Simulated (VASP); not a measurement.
OSZICAR of a VASP run on TiSi2 (space group Cmcm):

### OSZICAR
```
       N       E                     dE             d eps       ncg     rms          rms(c)
DAV:   1     0.296403248028E+03    0.29640E+03   -0.14448E+04  7568   0.122E+03
DAV:   2    -0.458597809471E+01   -0.30099E+03   -0.29840E+03  7672   0.396E+02
DAV:   3    -0.422680760390E+02   -0.37682E+02   -0.37243E+02 13504   0.117E+02
DAV:   4    -0.445851286283E+02   -0.23171E+01   -0.23092E+01  9816   0.269E+01
DAV:   5    -0.447231479155E+02   -0.13802E+00   -0.13796E+00 11952   0.592E+00    0.187E+01
DAV:   6    -0.416705043395E+02    0.30526E+01   -0.52036E+01 10656   0.501E+01    0.787E+00
DAV:   7    -0.408420621844E+02    0.82844E+00   -0.13696E+01 10128   0.249E+01    0.542E+00
DAV:   8    -0.407446809747E+02    0.97381E-01   -0.11290E+00 10328   0.764E+00    0.914E-01
DAV:   9    -0.407401414099E+02    0.45396E-02   -0.71884E-02 10216   0.203E+00    0.538E-01
DAV:  10    -0.407405301820E+02   -0.38877E-03   -0.76760E-03 10592   0.650E-01    0.153E-01
DAV:  11    -0.407404437702E+02    0.86412E-04   -0.15430E-03 10392   0.263E-01    0.235E-02
DAV:  12    -0.407404397208E+02    0.40493E-05   -0.15428E-04 10584   0.866E-02    0.128E-02
DAV:  13    -0.407404370825E+02    0.26384E-05   -0.22896E-05 10352   0.362E-02    0.263E-03
DAV:  14    -0.407404368755E+02    0.20699E-06   -0.47700E-07  7072   0.516E-03
   1 F= -.40740437E+02 E0= -.40713837E+02  d E =-.531999E-01
```

Which electronic solver shows in the log?

It is blocked Davidson (ALGO = Normal, or the opening steps of other solvers). The INCAR had ALGO = Normal.

Can the final energy be trusted as converged?

The run converged. It stopped with EDIFF = 1E-6, NELM = 100 (PBE GGA, plane waves, VASP's PBE PAW potentials (set 64)).

The structure comes from a computed database's TiSi2 entry; how it stands against other phases isn't given here. The cell was not relaxed at this level.
